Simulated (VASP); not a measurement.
Computed with HSE06 screened hybrid, VASP's PBE PAW potentials (set 64) (plane waves; VASP 6.6.1).

A VASP calculation is set up with these files.

**POSCAR**
```
BAs
1
    0.0000000000     2.4325160000     2.4325160000
    2.4325160000     0.0000000000     2.4325160000
    2.4325160000     2.4325160000     0.0000000000
B As
1 1
Direct
  0.2500000000   0.2500000000   0.2500000000
  0.0000000000   0.0000000000   0.0000000000
```

### INCAR
```
AEXX = 0.25
ALGO = Normal
EDIFF = 1E-6
ENCUT = 320
GGA = PE
HFSCREEN = 0.2
ISIF = 2
ISMEAR = 0
ISYM = 3
LASPH = .True.
LCHARG = .False.
LHFCALC = .True.
LMAXMIX = 4
LREAL = .False.
LWAVE = .False.
NELM = 100
PREC = Accurate
PRECFOCK = Fast
SIGMA = 0.02
SYSTEM = BAs
```

KPOINTS:
```
Automatic mesh
0
Gamma
9 9 9
0 0 0
```

POTCAR, in this order: B As (PBE.64 set). Program: vasp_std.

What will the output report for the number of irreducible k-points (NKPTS), largest plane-wave count, number of space-group operations, FFT grid (NGX, NGY, NGZ)?

* **number of irreducible k-points (NKPTS)**: 35
* **largest plane-wave count**: 385
* **number of space-group operations**: 24
* **FFT grid (NGX, NGY, NGZ)**: 20 × 20 × 20

The structure comes from a computed database's BAs entry; how it stands against other phases isn't given here. The cell was not relaxed at this level. The run is one of a series of settings (ENCUT = 320 against the base run), some of them coarse on purpose.
